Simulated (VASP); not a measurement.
Consider the following.

```xyz
3
Lattice="1.5343 -2.6575 0.0000 1.5343 2.6575 0.0000 0.0000 0.0000 3.4156" Properties=species:S:1:pos:R:3 pbc="T T T"
Zr     0.0000     0.0000     0.0000
B      1.5343     0.8858     1.7078
B      1.5343    -0.8858     1.7078
```

Computed with PBE GGA, VASP's PBE PAW potentials (set 64) (plane waves; VASP). Numerical set-up: 600 eV cut-off, 10×10×8 Γ-centred mesh, first-order Methfessel-Paxton smearing of 0.10 eV, potentials Zr_sv B.

Problem. What does the run give for the energy per atom (σ→0), pressure, band gap (on the k-mesh) with the smallest direct gap where there is one?

Solution. 
* **band gap (on the k-mesh)**: none (metal, semimetal or under 0.01 eV)
* **energy per atom (σ→0)**: -8.238 eV/atom
* **pressure**: 29.97 GPa

Total energies compare only between runs with the same potentials, cut-off and functional.

The compound is ZrB2 in the AlB2 type structure. It was relaxed first under an external pressure of 30 GPa.
